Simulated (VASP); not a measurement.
Level of theory: PBEsol GGA, VASP's PBE PAW potentials (set 64) (plane waves; VASP).

VASP ran on this input.

KPOINTS:
```
Automatic
0
Gamma
7 10 1
0 0 0
```

### INCAR
```
SYSTEM = Os(100) slab
PREC = Normal
ENCUT = 400
EDIFF = 1E-6
NELM = 100
ALGO = Normal
LREAL = .FALSE.
LASPH = .TRUE.
ISMEAR = 1
SIGMA = 0.1
GGA = PS
LMAXMIX = 6
LWAVE = .FALSE.
LCHARG = .FALSE.
NELMIN = 4
LDIPOL = .TRUE.
IDIPOL = 3
DIPOL = 0.5 0.5 0.5
LVHAR = .TRUE.
LORBIT = 11
```

### POSCAR
```
Os(100) slab
1
    4.3063851951     0.0000000000     0.0000000000
    0.0000000000     2.7310629018     0.0000000000
    0.0000000000     0.0000000000    24.4665191198
Os
8
Direct
  0.2500000000   0.5000000000   0.3703750761
  0.7500000000   0.0000000000   0.3440564381
  0.2500000000   0.0000000000   0.4664067083
  0.7500000000   0.5000000000   0.4350789748
  0.2500000000   0.5000000000   0.5649210252
  0.7500000000   0.0000000000   0.5335932917
  0.2500000000   0.0000000000   0.6559435619
  0.7500000000   0.5000000000   0.6296249239
```

POTCAR, in this order: Os (PBE.64 set). Program: vasp_std. Read from the step before: WAVECAR.

What will the output report for the number of irreducible k-points (NKPTS), largest plane-wave count, number of space-group operations, FFT grid (NGX, NGY, NGZ)?

- number of irreducible k-points (NKPTS) = 24
- largest plane-wave count = 5270
- number of space-group operations = 8
- FFT grid (NGX, NGY, NGZ) = 24 × 14 × 120

The cell is a thin slab with vacuum, built from Os (hcp): (100) face.
